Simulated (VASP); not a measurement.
Method: PBE GGA, VASP's PBE PAW potentials (set 64) (plane waves; VASP).

VASP input:

POSCAR:
```
MgO
1.0
  0.0000000000   2.1050000000   2.1050000000
  2.1050000000   0.0000000000   2.1050000000
  2.1050000000   2.1050000000   0.0000000000
Mg O
1 1
Cartesian
  0.0000000000   0.0000000000   0.0000000000
  2.1050000000   2.1050000000   2.1050000000
```

### INCAR
```
ALGO = Exact
EDIFF = 1E-8
ENCUT = 500
GGA = PE
ISMEAR = 0
LASPH = .True.
LCHARG = .False.
LOPTICS = .True.
LREAL = .False.
LWAVE = .True.
NBANDS = 240
NELM = 1
PREC = Normal
SIGMA = 0.01
SYSTEM = MgO
```

### KPOINTS
```
Automatic mesh
0
Gamma
4 4 4
0 0 0
```

POTCAR, in this order: Mg_sv_GW O_GW_new (PBE.64 set). Program: vasp_std. Read from the step before: WAVECAR.

The resulting files:

File OSZICAR:
```
       N       E                     dE             d eps       ncg     rms          rms(c)
DIA:   1    -0.260039765466E+02   -0.26004E+02    0.00000E+00     0   0.000E+00
   1 F= -.26003977E+02 E0= -.26003977E+02  d E =-.945774E-20
 imaginary and real dielectric function
```

**OUTCAR**
```


 plasma frequency squared (from intraband transitions) (eV^2)
  --------------------------------------------------------------------------------------
       0.000      -0.000       0.000
      -0.000       0.000      -0.000
       0.000      -0.000       0.000

 plasma frequency squared (from interband transitions, int dw w eps(2)(w)) (eV^2)
  --------------------------------------------------------------------------------------
    1098.102       0.000       0.000      -0.000       0.000      -0.000
       0.000       0.000    1098.102       0.000      -0.000       0.000
       0.000       0.000      -0.000      -0.000    1098.102       0.000
```
(Selected blocks of OUTCAR.)

OUTCAR:
```
 val. band max:        4.4195544092   @ k =   0.0000   0.0000   0.0000

 cond. band min:       9.1571233623   @ k =   0.0000   0.0000   0.0000



 k-point     1 :       0.0000    0.0000    0.0000
  band No.  band energies     occupation
      1     -67.8932      2.00000
      2     -34.6245      2.00000
      3     -34.6243      2.00000
      4     -34.6243      2.00000
      5     -12.8383      2.00000
      6       4.4185      2.00000
      7       4.4196      2.00000
      8       4.4196      2.00000
      9       9.1571      0.00000
     10      20.2187      0.00000
     11      20.2187      0.00000
     12      20.2188      0.00000
     13      24.1193      0.00000
     14      25.9098      0.00000
     15      25.9098      0.00000
     16      28.7811      0.00000
     17      28.7819      0.00000
     18      28.7819      0.00000
     19      42.8124      0.00000
     20      42.8128      0.00000
     21      42.8128      0.00000
     22      43.4509      0.00000
     23      54.2393      0.00000
     24      54.2393      0.00000
     25      54.2395      0.00000
     26      59.9901      0.00000
     27      59.9901      0.00000
     28      61.4458      0.00000
     29      61.4458      0.00000
     30      61.4464      0.00000
     31      65.2045      0.00000
     32      69.0472      0.00000
     33      69.0472      0.00000
     34      76.9783      0.00000
     35      76.9783      0.00000
     36      76.9783      0.00000
     37      77.0318      0.00000
     38      77.0318      0.00000
     39      77.0320      0.00000
     40      84.6520      0.00000
     41      84.6521      0.00000
     42      84.6521      0.00000
     43      86.1653      0.00000
     44      86.1653      0.00000
     45      86.1663      0.00000
     46      87.6573      0.00000
     47      87.6575      0.00000
     48      87.6575      0.00000
     49      88.1116      0.00000
     50      90.1069      0.00000
     51      90.1072      0.00000
     52      90.1072      0.00000
...
```

The density is held fixed in this step, so its total energy and stress have no physical meaning.

The compound is MgO in the rock salt structure. The cell was not relaxed at this level. The k-mesh is coarse (spacing up to 0.65 per Å, 2π included), so the numbers may not be converged in it.
